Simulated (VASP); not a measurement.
```xyz
2
Lattice="2.8953 0.0000 0.0000 0.0000 2.8953 0.0000 0.0000 0.0000 2.8953" Properties=species:S:1:pos:R:3 pbc="T T T"
Al     1.4477     1.4477     1.4477
Co     0.0000     0.0000     0.0000
```

Method: revPBE GGA, VASP's PBE PAW potentials (set 64) (plane waves; VASP 6.6.1). Settings: 520 eV cut-off, 13×13×13 Γ-centred mesh, first-order Methfessel-Paxton smearing of 0.10 eV, potentials Al Co.

### Question
What does the run give for the energy per atom (σ→0), pressure, band gap (on the k-mesh) with the smallest direct gap where there is one?

### Answer

```yaml
band gap (on the k-mesh): none (metal, semimetal or under 0.01 eV)
energy per atom (σ→0): -5.666 eV/atom
pressure: -4.77 GPa
```

The compound is CoAl in the CsCl type structure. This cell is one point of a volume scan, at 1.03 of the reference volume. The run is not spin-polarised, so no magnetic state was tried.
